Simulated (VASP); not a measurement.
# Si (Fd-3m) in VASP: further runs

One crystal, Si, is run at these levels: LDA, PBE, r2SCAN; tasks: single point.

All numbers are computed with VASP 6.6.1; they aren't measurements. Logs are shortened: lines on timing, memory, paths and dates and some standing lists are left out, and cuts for length are marked.

## Step 1: The crystal as given

It takes space group Fd-3m (No. 227, cubic). Conventional cell: a = 5.431 Å, b = 5.431 Å, c = 5.431 Å, α = 90.00°, β = 90.00°, γ = 90.00°. Si (site symmetry -43m) has 4 Si at 2.35 Å as nearest neighbours.

## Step 2: Single point, LDA, non-collinear spin, zero start, spin-orbit coupling

INCAR

```
SYSTEM = Si
ALGO = Normal
EDIFF = 1E-6
ENCUT = 520
GGA_COMPAT = .False.
ISIF = 2
ISMEAR = 0
LASPH = .True.
LCHARG = .False.
LNONCOLLINEAR = .True.
LORBIT = 11
LREAL = .False.
LSORBIT = .True.
LWAVE = .False.
MAGMOM = 0 0 0 0 0 0
NELM = 100
PREC = Accurate
SIGMA = 0.02
```

KPOINTS

```
k-points
0
Gamma
  8 8 8
  0 0 0
```

POSCAR

```
Si
1.0
    0.0000000000      2.7155000000      2.7155000000
    2.7155000000      0.0000000000      2.7155000000
    2.7155000000      2.7155000000      0.0000000000
Si
2
Direct
    0.0000000000      0.0000000000      0.0000000000
    0.2500000000      0.2500000000      0.2500000000
```

Potentials or basis: VASP PAW LDA potentials, release 64 (Si).

On the command line:

```sh
cat potpaw_LDA.64/Si/POTCAR > POTCAR
mpirun -np 1 vasp_ncl > vasp.out
```

OUTCAR:

```text
SYSTEM = Si
   EDIFF = 1E-6
   ENCUT = 520
   ISIF = 2
   ISMEAR = 0
   LASPH = .True.
   LNONCOLLINEAR = .True.
   LORBIT = 11
   LREAL = .False.
   LSORBIT = .True.
   NELM = 100
   PREC = Accurate

 ion  position               nearest neighbor table
   1  0.000  0.000  0.000-   2 2.35   2 2.35   2 2.35   2 2.35
   2  0.250  0.250  0.250-   1 2.35   1 2.35   1 2.35   1 2.35

  LATTYP: Found a face centered cubic cell.
 ALAT       =     5.4310000000

  Lattice vectors:

 A1 = (   0.0000000000,   2.7155000000,   2.7155000000)
 A2 = (   2.7155000000,   0.0000000000,   2.7155000000)
 A3 = (   2.7155000000,   2.7155000000,   0.0000000000)

Analysis of symmetry for initial positions (statically):
=====================================================================
 Subroutine PRICEL returns:
 Original cell was already a primitive cell.

 Routine SETGRP: Setting up the symmetry group for a
 face centered cubic supercell.

 Subroutine GETGRP returns: Found 48 space group operations
 (whereof 24 operations were pure point group operations)
 out of a pool of 48 trial point group operations.

The static configuration has the point symmetry T_d .
 The point group associated with its full space group is O_h .

Analysis of symmetry for dynamics (positions and initial velocities):
=====================================================================
 Subroutine PRICEL returns:
 Original cell was already a primitive cell.

 Routine SETGRP: Setting up the symmetry group for a
 face centered cubic supercell.

 Subroutine GETGRP returns: Found 48 space group operations
 (whereof 24 operations were pure point group operations)
 out of a pool of 48 trial point group operations.

The dynamic configuration has the point symmetry T_d .
 The point group associated with its full space group is O_h .

Analysis of structural, dynamic, and magnetic symmetry:
=====================================================================
 Subroutine PRICEL returns:
 Original cell was already a primitive cell.

 Routine SETGRP: Setting up the symmetry group for a
 face centered cubic supercell.

 Subroutine GETGRP returns: Found 48 space group operations
 (whereof 24 operations were pure point group operations)
 out of a pool of 48 trial point group operations.

The overall configuration has the point symmetry T_d .
 The point group associated with its full space group is O_h .

 Subroutine INISYM returns: Found 48 space group operations
 (whereof 24 operations are pure point group operations),
 and found     1 'primitive' translations

[... 624 lines left out ...]
  energy-cutoff  :      520.00
  volume of cell :       40.05
      direct lattice vectors                 reciprocal lattice vectors
     0.000000000  2.715500000  2.715500000    -0.184128153  0.184128153  0.184128153
     2.715500000  0.000000000  2.715500000     0.184128153 -0.184128153  0.184128153
     2.715500000  2.715500000  0.000000000     0.184128153  0.184128153 -0.184128153

 POSITION                                       TOTAL-FORCE (eV/Angst)
 -----------------------------------------------------------------------------------
      0.00000      0.00000      0.00000        -0.000000      0.000000      0.000000
      1.35775      1.35775      1.35775         0.000000     -0.000000     -0.000000
 -----------------------------------------------------------------------------------
    total drift:                                0.000000     -0.000000     -0.000000

  FREE ENERGIE OF THE ION-ELECTRON SYSTEM (eV)
  ---------------------------------------------------
  free  energy   TOTEN  =       -11.9131386439 eV

  energy  without entropy=      -11.9131386439  energy(sigma->0) =      -11.91313864

 Spin-Orbit-Coupling matrix elements

 Ion:    1  E_soc:     -0.0003465
 l=   1
     0.0000000    -0.0000577    -0.0000577
    -0.0000577     0.0000000    -0.0000577
    -0.0000577    -0.0000577     0.0000000
 l=   2
     0.0000000     0.0000000     0.0000000     0.0000000     0.0000000
     0.0000000     0.0000000     0.0000000     0.0000000     0.0000000
     0.0000000     0.0000000     0.0000000     0.0000000     0.0000000
     0.0000000     0.0000000     0.0000000     0.0000000     0.0000000
     0.0000000     0.0000000     0.0000000     0.0000000     0.0000000
 l=   3
     0.0000000     0.0000000     0.0000000     0.0000000     0.0000000     0.0000000     0.0000000
     0.0000000     0.0000000     0.0000000     0.0000000     0.0000000     0.0000000     0.0000000
     0.0000000     0.0000000     0.0000000     0.0000000     0.0000000     0.0000000     0.0000000
     0.0000000     0.0000000     0.0000000     0.0000000     0.0000000     0.0000000     0.0000000
     0.0000000     0.0000000     0.0000000     0.0000000     0.0000000     0.0000000     0.0000000
     0.0000000     0.0000000     0.0000000     0.0000000     0.0000000     0.0000000     0.0000000
     0.0000000     0.0000000     0.0000000     0.0000000     0.0000000     0.0000000     0.0000000

 Ion:    2  E_soc:     -0.0003465
 l=   1
     0.0000000    -0.0000577    -0.0000577
    -0.0000577     0.0000000    -0.0000577
    -0.0000577    -0.0000577     0.0000000
 l=   2
     0.0000000     0.0000000     0.0000000     0.0000000     0.0000000
     0.0000000     0.0000000     0.0000000     0.0000000     0.0000000
     0.0000000     0.0000000     0.0000000     0.0000000     0.0000000
     0.0000000     0.0000000     0.0000000     0.0000000     0.0000000
     0.0000000     0.0000000     0.0000000     0.0000000     0.0000000
 l=   3
     0.0000000     0.0000000     0.0000000     0.0000000     0.0000000     0.0000000     0.0000000
     0.0000000     0.0000000     0.0000000     0.0000000     0.0000000     0.0000000     0.0000000
     0.0000000     0.0000000     0.0000000     0.0000000     0.0000000     0.0000000     0.0000000
     0.0000000     0.0000000     0.0000000     0.0000000     0.0000000     0.0000000     0.0000000
     0.0000000     0.0000000     0.0000000     0.0000000     0.0000000     0.0000000     0.0000000
     0.0000000     0.0000000     0.0000000     0.0000000     0.0000000     0.0000000     0.0000000
     0.0000000     0.0000000     0.0000000     0.0000000     0.0000000     0.0000000     0.0000000

 total charge

# of ion       s       p       d       tot
------------------------------------------
    1        0.758   0.947   0.000   1.705
    2        0.758   0.947   0.000   1.705
--------------------------------------------------
tot          1.516   1.894   0.000   3.410

 magnetization (x)

# of ion       s       p       d       tot
------------------------------------------
    1        0.000   0.000   0.000   0.000
    2        0.000   0.000   0.000   0.000
--------------------------------------------------
tot          0.000   0.000   0.000   0.000

 magnetization (y)

# of ion       s       p       d       tot
------------------------------------------
    1       -0.000   0.000   0.000   0.000
    2       -0.000  -0.000   0.000  -0.000
--------------------------------------------------
tot         -0.000   0.000   0.000  -0.000

 magnetization (z)

# of ion       s       p       d       tot
------------------------------------------
    1       -0.000  -0.000   0.000  -0.000
    2       -0.000   0.000   0.000   0.000
--------------------------------------------------
tot         -0.000  -0.000   0.000  -0.000
```

OSZICAR:

```text
N       E                     dE             d eps       ncg     rms          rms(c)
DAV:   1     0.106436502149E+02    0.10644E+02   -0.29168E+03   928   0.800E+02
DAV:   2    -0.112345909803E+02   -0.21878E+02   -0.19924E+02  1328   0.119E+02
DAV:   3    -0.121632045874E+02   -0.92861E+00   -0.92072E+00  1192   0.224E+01
DAV:   4    -0.121748018609E+02   -0.11597E-01   -0.11593E-01  1192   0.322E+00
DAV:   5    -0.121750164978E+02   -0.21464E-03   -0.21463E-03  1184   0.409E-01    0.501E+00
DAV:   6    -0.119950905310E+02    0.17993E+00   -0.71004E-02  1064   0.174E+00    0.301E+00
DAV:   7    -0.119127139686E+02    0.82377E-01   -0.13411E-01  1048   0.243E+00    0.244E-01
DAV:   8    -0.119130864986E+02   -0.37253E-03   -0.96643E-03  1056   0.719E-01    0.173E-01
DAV:   9    -0.119131383560E+02   -0.51857E-04   -0.18659E-04  1224   0.110E-01    0.683E-02
DAV:  10    -0.119131374089E+02    0.94707E-06   -0.60784E-05  1104   0.520E-02    0.302E-02
DAV:  11    -0.119131386160E+02   -0.12071E-05   -0.13090E-05  1040   0.238E-02    0.845E-03
DAV:  12    -0.119131386439E+02   -0.27944E-07   -0.21026E-07   760   0.369E-03
   1 F= -.11913139E+02 E0= -.11913139E+02  d E =-.843686E-21  mag=     0.0000     0.0000     0.0000
```

Run time: 22 s. Hardware: 1 thread of Intel Xeon 6975P-C (Granite Rapids), shared host; peak memory 0.22 GiB.

Results:

| Item | Value |
| --- | --- |
| Free energy | -11.9131 eV |
| Pressure | -1.5 GPa |
| Net moment | 0.00 μB per cell |
| Valence electrons inside the program's atomic spheres | Si 1.71 |

Moments on the atoms (μB; x, y, z):
```
Si  0.00 0.00 0.00
Si  0.00 0.00 0.00
```

## Step 3: Single point, PBE, non-collinear spin, zero start, spin-orbit coupling

Changes to INCAR since step 2:

```diff
@@ -4,2 +4,3 @@
 ENCUT = 520
+GGA = PE
 GGA_COMPAT = .False.
```

KPOINTS is that of step 2.

POSCAR is that of step 2.

Potentials or basis: VASP PAW PBE potentials, release 64 (Si).

On the command line:

```sh
cat potpaw_PBE.64/Si/POTCAR > POTCAR
mpirun -np 1 vasp_ncl > vasp.out
```

OUTCAR:

```text
SYSTEM = Si
   EDIFF = 1E-6
   ENCUT = 520
   GGA = PE
   ISIF = 2
   ISMEAR = 0
   LASPH = .True.
   LNONCOLLINEAR = .True.
   LORBIT = 11
   LREAL = .False.
   LSORBIT = .True.
   NELM = 100
   PREC = Accurate

 ion  position               nearest neighbor table
   1  0.000  0.000  0.000-   2 2.35   2 2.35   2 2.35   2 2.35
   2  0.250  0.250  0.250-   1 2.35   1 2.35   1 2.35   1 2.35

  LATTYP: Found a face centered cubic cell.
 ALAT       =     5.4310000000

  Lattice vectors:

 A1 = (   0.0000000000,   2.7155000000,   2.7155000000)
 A2 = (   2.7155000000,   0.0000000000,   2.7155000000)
 A3 = (   2.7155000000,   2.7155000000,   0.0000000000)

Analysis of symmetry for initial positions (statically):
=====================================================================
 Subroutine PRICEL returns:
 Original cell was already a primitive cell.

 Routine SETGRP: Setting up the symmetry group for a
 face centered cubic supercell.

 Subroutine GETGRP returns: Found 48 space group operations
 (whereof 24 operations were pure point group operations)
 out of a pool of 48 trial point group operations.

[... 697 lines left out ...]
     0.0000000     0.0000000     0.0000000     0.0000000     0.0000000     0.0000000     0.0000000
     0.0000000     0.0000000     0.0000000     0.0000000     0.0000000     0.0000000     0.0000000
     0.0000000     0.0000000     0.0000000     0.0000000     0.0000000     0.0000000     0.0000000
     0.0000000     0.0000000     0.0000000     0.0000000     0.0000000     0.0000000     0.0000000
     0.0000000     0.0000000     0.0000000     0.0000000     0.0000000     0.0000000     0.0000000

 Ion:    2  E_soc:     -0.0003249
 l=   1
     0.0000000    -0.0000541    -0.0000541
    -0.0000541     0.0000000    -0.0000541
    -0.0000541    -0.0000541     0.0000000
 l=   2
     0.0000000     0.0000000     0.0000000     0.0000000     0.0000000
     0.0000000     0.0000000     0.0000000     0.0000000     0.0000000
     0.0000000     0.0000000     0.0000000     0.0000000     0.0000000
     0.0000000     0.0000000     0.0000000     0.0000000     0.0000000
     0.0000000     0.0000000     0.0000000     0.0000000     0.0000000
 l=   3
     0.0000000     0.0000000     0.0000000     0.0000000     0.0000000     0.0000000     0.0000000
     0.0000000     0.0000000     0.0000000     0.0000000     0.0000000     0.0000000     0.0000000
     0.0000000     0.0000000     0.0000000     0.0000000     0.0000000     0.0000000     0.0000000
     0.0000000     0.0000000     0.0000000     0.0000000     0.0000000     0.0000000     0.0000000
     0.0000000     0.0000000     0.0000000     0.0000000     0.0000000     0.0000000     0.0000000
     0.0000000     0.0000000     0.0000000     0.0000000     0.0000000     0.0000000     0.0000000
     0.0000000     0.0000000     0.0000000     0.0000000     0.0000000     0.0000000     0.0000000

 total charge

# of ion       s       p       d       tot
------------------------------------------
    1        0.750   0.943   0.000   1.693
    2        0.750   0.943   0.000   1.693
--------------------------------------------------
tot          1.501   1.886   0.000   3.387

 magnetization (x)

# of ion       s       p       d       tot
------------------------------------------
    1       -0.000   0.000   0.000  -0.000
    2       -0.000  -0.000   0.000  -0.000
--------------------------------------------------
tot         -0.000  -0.000   0.000  -0.000

 magnetization (y)

# of ion       s       p       d       tot
------------------------------------------
    1        0.000  -0.000   0.000  -0.000
    2       -0.000  -0.000   0.000  -0.000
--------------------------------------------------
tot          0.000  -0.000   0.000  -0.000

 magnetization (z)

# of ion       s       p       d       tot
------------------------------------------
    1       -0.000   0.000   0.000   0.000
    2       -0.000   0.000   0.000   0.000
--------------------------------------------------
tot         -0.000   0.000   0.000   0.000
```

It took 28 s on 1 thread of Intel Xeon 6975P-C (Granite Rapids), shared host; peak memory 0.26 GiB.

Results:

```
Free energy                                           : -10.8414 eV
Pressure                                              : 1.9 GPa
Net moment                                            : 0.00 μB per cell
Valence electrons inside the program's atomic spheres : Si 1.69
```

Moments on the atoms (μB; x, y, z):
```
Si  0.00 0.00 0.00
Si  0.00 0.00 0.00
```

## Step 4: Single point, r2SCAN, non-collinear spin, zero start, spin-orbit coupling

Changes to INCAR since step 3:

```diff
@@ -4,3 +4,2 @@
 ENCUT = 520
-GGA = PE
 GGA_COMPAT = .False.
@@ -10,3 +9,3 @@
 LCHARG = .False.
-LNONCOLLINEAR = .True.
+LMIXTAU = .True.
 LORBIT = 11
@@ -16,2 +15,3 @@
 MAGMOM = 0 0 0 0 0 0
+METAGGA = R2SCAN
 NELM = 100
```

KPOINTS is that of step 3.

POSCAR is that of step 3.

On the command line:

```sh
cat potpaw_PBE.64/Si/POTCAR > POTCAR
mpirun -np 1 vasp_ncl > vasp.out
```

Wall time 3.4 min (1 thread of Intel Xeon 6975P-C (Granite Rapids), shared host); peak memory 0.31 GiB.

It converged, with:

- Free energy: -17.5472 eV
- Pressure: 0.5 GPa
- Net moment: 0.00 μB per cell
- Valence electrons inside the program's atomic spheres: Si 1.71

Moments on the atoms (μB; x, y, z):
```
Si  0.00 0.00 0.00
Si  0.00 0.00 0.00
```

Caveat: the PAW data sets were made with another functional, which shifts forces and pressure a little.

## Step 5: Summary

```tsv
level	potentials or basis	pressure (GPa)	moment (μB)
LDA	VASP PAW LDA potentials, release 64 (Si)	-1.5	0.00
PBE	VASP PAW PBE potentials, release 64 (Si)	1.9	0.00
r2SCAN	VASP PAW PBE potentials, release 64 (Si)	0.5	0.00
```

Alike in all rows: task single point; spin non-collinear, zero start, SOC; cell as given; k mesh 8 × 8 × 8; cutoff (eV) 520; smearing gaussian 0.02 eV.

Caveats: the PAW data sets were made with another functional, which shifts forces and pressure a little (some runs).

Absolute energies hang on the potentials; compare differences alone.
